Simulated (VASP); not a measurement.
Output of a VASP run:

File OUTCAR:
```
 ion  position               nearest neighbor table
   1  0.667  0.333  0.500-   4 2.65   4 2.65   4 2.65   3 2.65
   2  0.333  0.667  0.000-   3 2.65   3 2.65   3 2.65   4 2.65
   3  0.667  0.333  0.876-   2 2.65   2 2.65   2 2.65   1 2.65
   4  0.333  0.667  0.376-   1 2.65   1 2.65   1 2.65   2 2.65
  LATTYP: Found a hexagonal cell.
 ALAT       =     4.3288619003
 C/A-ratio  =     1.6296688502
 Subroutine PRICEL returns:
 Original cell was already a primitive cell.
 Subroutine GETGRP returns: Found 12 space group operations
The static configuration has the point symmetry C_3v.
 The point group associated with its full space group is C_6v.
The dynamic configuration has the point symmetry C_3v.
 Subroutine INISYM returns: Found 12 space group operations
 Subroutine IBZKPT returns following result:
 Found     14 irreducible k-points:

 Following reciprocal coordinates:
            Coordinates               Weight
  0.000000  0.000000  0.000000      1.000000
  0.166667 -0.000000  0.000000      6.000000
  0.333333 -0.000000  0.000000      6.000000
  0.500000  0.000000  0.000000      3.000000
  0.166667  0.166667  0.000000      6.000000
  0.333333  0.166667  0.000000     12.000000
  0.333333  0.333333  0.000000      2.000000
  0.000000  0.000000  0.333333      2.000000
  0.166667 -0.000000  0.333333     12.000000
  0.333333 -0.000000  0.333333     12.000000
  0.500000  0.000000  0.333333      6.000000
  0.166667  0.166667  0.333333     12.000000
  0.333333  0.166667  0.333333     24.000000
  0.333333  0.333333  0.333333      4.000000
   k-points           NKPTS =     14   k-points in BZ     NKDIM =     14   number of bands    NBANDS=     22
   number of dos      NEDOS =    301   number of ions     NIONS =      4
   total plane-waves  NPLWV =  55296
   dimension x,y,z NGX =    32 NGY =   32 NGZ =   54
   dimension x,y,z NGXF=    64 NGYF=   64 NGZF=  108
   ions per type =               2   2
   PREC   = accura    normal or accurate (medium, high low for compatibility)
   ISTART =      0    job   : 0-new  1-cont  2-samecut
   ICHARG =      2    charge: 1-file 2-atom 10-const
   ISPIN  =      1    spin polarized calculation?
   LNONCOLLINEAR =      F non collinear calculations
   LSORBIT =      F    spin-orbit coupling
   INIWAV =      1    electr: 0-lowe 1-rand  2-diag
   ENCUT  =  520.0 eV  38.22 Ry    6.18 a.u.   8.05  8.05 13.12*2*pi/ulx,y,z
   NELM   =    100;   NELMIN=  2; NELMDL= -5     # of ELM steps
   EDIFF  = 0.1E-06   stopping-criterion for ELM
   LREAL  =      F    real-space projection
   NLSPLINE    = F    spline interpolate recip. space projectors
   LMAXMIX     =    4 max onsite mixed and CHGCAR
   VOSKOWN=      0    Vosko Wilk Nusair interpolation
   EDIFFG = -.1E-01   stopping-criterion for IOM
   NSW    =     30    number of steps for IOM
   NBLOCK =      1;   KBLOCK =     30    inner block; outer block
   IBRION =      2    ionic relax: 0-MD 1-quasi-New 2-CG
   NFREE  =      1    steps in history (QN), initial steepest desc. (CG)
   ISIF   =      4    stress and relaxation
   ISYM   =      2    0-nonsym 1-usesym 2-fastsym
   TEIN   =    0.0    initial temperature
   TEBEG  =    0.0;   TEEND  =   0.0 temperature during run
   SMASS  =  -3.00    Nose mass-parameter (am)
   PSTRESS=    0.0 pullay stress
   NELECT =      36.0000    total number of electrons
   EFERMI =   0.00;   METHOD = LEGACY
   ISMEAR =     0;   SIGMA  =   0.05  broadening in eV -4-tet -1-fermi 0-gaus
   IALGO  =     38    algorithm
   LDIAG  =      T    sub-space diagonalisation (order eigenvalues)
   IMIX   =      4    mixing-type and parameters
     AMIX     =   0.40;   BMIX     =  1.00
     AMIX_MAG =   1.60;   BMIX_MAG =  1.00
     AMIN     =   0.10
   GGA     = AM    functional components
   VOSKOWN =     0    Vosko Wilk Nusair interpolation
   LHFCALC =     F    Hartree Fock is set to
   LHFONE  =     F    Hartree Fock one center treatment
   AEXX    =    0.0000 exact exchange contribution
   IVDW    =     0    specifies the selected vdW correction
...
```

### OSZICAR
```
       N       E                     dE             d eps       ncg     rms          rms(c)
DAV:   1     0.242323929591E+03    0.24232E+03   -0.17202E+04   616   0.147E+03
DAV:   2     0.119748362077E+01   -0.24113E+03   -0.23662E+03   688   0.346E+02
DAV:   3    -0.120360159384E+02   -0.13233E+02   -0.13170E+02   742   0.812E+01
DAV:   4    -0.121562947353E+02   -0.12028E+00   -0.12022E+00   676   0.756E+00
DAV:   5    -0.121573468780E+02   -0.10521E-02   -0.10521E-02   754   0.651E-01    0.859E+00
DAV:   6    -0.114231174546E+02    0.73423E+00   -0.17151E+00   764   0.136E+01    0.673E+00
DAV:   7    -0.113899007174E+02    0.33217E-01   -0.58796E-01   688   0.431E+00    0.274E+00
DAV:   8    -0.113879233255E+02    0.19774E-02   -0.69838E-02   664   0.300E+00    0.389E-01
DAV:   9    -0.113877074900E+02    0.21584E-03   -0.10926E-02   724   0.136E+00    0.142E-01
DAV:  10    -0.113878976037E+02   -0.19011E-03   -0.11757E-03   652   0.406E-01    0.780E-02
DAV:  11    -0.113880564277E+02   -0.15882E-03   -0.36455E-04   658   0.127E-01    0.240E-02
DAV:  12    -0.113880379861E+02    0.18442E-04   -0.11128E-04   770   0.114E-01    0.943E-03
DAV:  13    -0.113880441378E+02   -0.61517E-05   -0.22997E-05   646   0.310E-02    0.828E-03
DAV:  14    -0.113880438563E+02    0.28154E-06   -0.14747E-06   772   0.675E-03    0.369E-03
DAV:  15    -0.113880441140E+02   -0.25774E-06   -0.18000E-07   570   0.351E-03    0.711E-04
DAV:  16    -0.113880441982E+02   -0.84223E-07   -0.88368E-08   520   0.162E-03
   1 F= -.11388044E+02 E0= -.11388044E+02  d E =-.113880E+02
```

### OUTCAR
```
------------------------ aborting loop because EDIFF is reached ----------------------------------------
  FORCE on cell =-STRESS in cart. coord.  units (eV):
  Direction    XX          YY          ZZ          XY          YZ          ZX
  --------------------------------------------------------------------------------------
  Total       -0.0057009     -0.0057009      0.0410249      0.0000000      0.0000000     -0.0000000
  in kB       -0.0797818     -0.0797818      0.5741257      0.0000000      0.0000000     -0.0000000
  external PRESSURE =       0.1381873 kB  Pullay stress =       0.0000000 kB
  volume of cell :      114.49
      direct lattice vectors                 reciprocal lattice vectors
     2.164431055 -3.748904315  0.000000000     0.231007589 -0.133372302  0.000000000
     2.164431055  3.748904315  0.000000000     0.231007589  0.133372302  0.000000000
     0.000000000  0.000000000  7.054611396     0.000000000  0.000000000  0.141751252
  FREE ENERGIE OF THE ION-ELECTRON SYSTEM (eV)
  ---------------------------------------------------
  free  energy   TOTEN  =       -11.3880441982 eV

  energy  without entropy=      -11.3880441982  energy(sigma->0) =      -11.38804420

 reached required accuracy - stopping structural energy minimisation
```
(Selected blocks of OUTCAR.)

File POSCAR:
```
CdSe
1
    2.1644310545    -3.7489043149     0.0000000000
    2.1644310545     3.7489043149     0.0000000000
    0.0000000000     0.0000000000     7.0546113958
Cd Se
2 2
Direct
  0.6666670000   0.3333330000   0.5000046367
  0.3333330000   0.6666670000   0.0000046367
  0.6666670000   0.3333330000   0.8759953633
  0.3333330000   0.6666670000   0.3759953633
```

Question: Write an INCAR and KPOINTS that could have produced this output.

Answer: One answer among several that fit: the input of the run itself, AM05 GGA, plane waves, VASP's PBE PAW potentials (set 64).

File KPOINTS:
```
Automatic mesh
0
Gamma
6 6 3
0 0 0
```

**INCAR**
```
SYSTEM = CdSe
PREC = Accurate
ENCUT = 520
EDIFF = 1E-7
NELM = 100
ALGO = Normal
LREAL = .FALSE.
LASPH = .TRUE.
ISMEAR = 0
SIGMA = 0.05
GGA = AM
LMAXMIX = 4
LWAVE = .FALSE.
LCHARG = .FALSE.
ISIF = 4
IBRION = 2
NSW = 30
EDIFFG = -0.01
```

POTCAR, in this order: Cd Se (PBE.64 set). Program: vasp_std.

The compound is CdSe in the wurtzite structure. It was relaxed first.
